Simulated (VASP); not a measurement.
All values below come from r2SCAN meta-GGA, VASP's PBE PAW potentials (set 64) (plane waves; VASP).

VASP ran on this input.

File KPOINTS:
```
Regular mesh
0
gamma
8 8 8
0 0 0
```

### POSCAR
```
CdSe
1
    0.0000000000     3.0629697318     3.1089142778
    3.1089142778     0.0000000000     3.1089142778
    3.1089142778     3.0629697318     0.0000000000
Cd Se
1 1
Direct
  0.0000000000   0.0000000000   0.0000000000
  0.2500000000   0.2500000000   0.2500000000
```

**INCAR**
```
SYSTEM  =  CdSe
PREC  =  Accurate; ENCUT  =  480; LREAL  =  .FALSE.
LASPH  =  .TRUE.
EDIFF  =  1E-7; NELM  =  100; ALGO  =  Normal
LMAXMIX  =  4; LMIXTAU  =  .TRUE.
ISMEAR  =  0; SIGMA  =  0.05
METAGGA  =  R2SCAN
ISIF  =  2
LWAVE  =  .FALSE.; LCHARG  =  .FALSE.
```

POTCAR, in this order: Cd Se (PBE.64 set). Program: vasp_std.

### Question
What will the output report for the number of irreducible k-points (NKPTS), number of bands (NBANDS), largest plane-wave count, number of space-group operations, FFT grid (NGX, NGY, NGZ)?

### Answer

```json
{
 "number of irreducible k-points (NKPTS)": "59",
 "number of bands (NBANDS)": "13",
 "largest_plane_wave_count": "1428",
 "number_of_space_group_operations": "8",
 "FFT grid (NGX, NGY, NGZ)": "32 × 32 × 32"
}
```

The compound is CdSe in the zinc blende structure, whereas wurtzite is the usual form. This cell was strained or had an atom moved on purpose.
